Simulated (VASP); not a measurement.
Level of theory: PBE GGA, VASP's PBE PAW potentials (set 64) (plane waves; VASP).

VASP input:

**KPOINTS**
```
Automatic mesh
0
Gamma
8 8 4
0 0 0
```

File POSCAR:
```
ZrS2
1
    1.8417329856    -3.1899751275     0.0000000000
    1.8417329856     3.1899751275    -0.0000000000
    0.0000000000     0.0000000000     6.5467731391
Zr S
1 2
Direct
  0.0000000000   0.0000000000   0.0000000000
  0.3333330000   0.6666670000   0.2214904522
  0.6666670000   0.3333330000   0.7785095478
```

### INCAR
```
ALGO  =  Normal
EDIFF  =  1E-6
EDIFFG  =  -0.01
ENCUT  =  520
GGA  =  PE
IBRION  =  2
ISIF  =  3
ISMEAR  =  0
LASPH  =  .True.
LCHARG  =  .False.
LMAXMIX  =  4
LREAL  =  .False.
LWAVE  =  .False.
NELM  =  100
NSW  =  60
PREC  =  Accurate
SIGMA  =  0.05
SYSTEM  =  ZrS2
```

POTCAR, in this order: Zr_sv S (PBE.64 set). Program: vasp_std.

Without a dispersion term in the relaxation, distances and binding between the weakly bound layers, chains or molecules are unreliable, and so is what depends on them.

Problem. Estimate the energy per atom (σ→0).

Solution. 
```json
{
  "energy per atom (σ→0)": "-7.147 eV/atom"
}
```

### OSZICAR
```
...
DAV:   9    -0.214403226444E+02   -0.97427E-03   -0.10825E-02  1632   0.726E-01    0.450E-01
DAV:  10    -0.214405666638E+02   -0.24402E-03   -0.17149E-03  1520   0.305E-01    0.147E-01
DAV:  11    -0.214406027202E+02   -0.36056E-04   -0.14881E-04  1456   0.850E-02    0.514E-02
DAV:  12    -0.214406405077E+02   -0.37788E-04   -0.74031E-05  1352   0.599E-02    0.303E-02
DAV:  13    -0.214406422216E+02   -0.17139E-05   -0.17923E-06  1448   0.902E-03    0.134E-02
DAV:  14    -0.214406437007E+02   -0.14791E-05   -0.28951E-06  1424   0.124E-02    0.206E-03
DAV:  15    -0.214406437956E+02   -0.94913E-07   -0.16894E-07   960   0.267E-03
   1 F= -.21440644E+02 E0= -.21440644E+02  d E =-.214406E+02
```

The compound is ZrS2 in the 1T layered structure. It was relaxed first, which changed the volume by +14 %. The start is the result of an earlier pass.
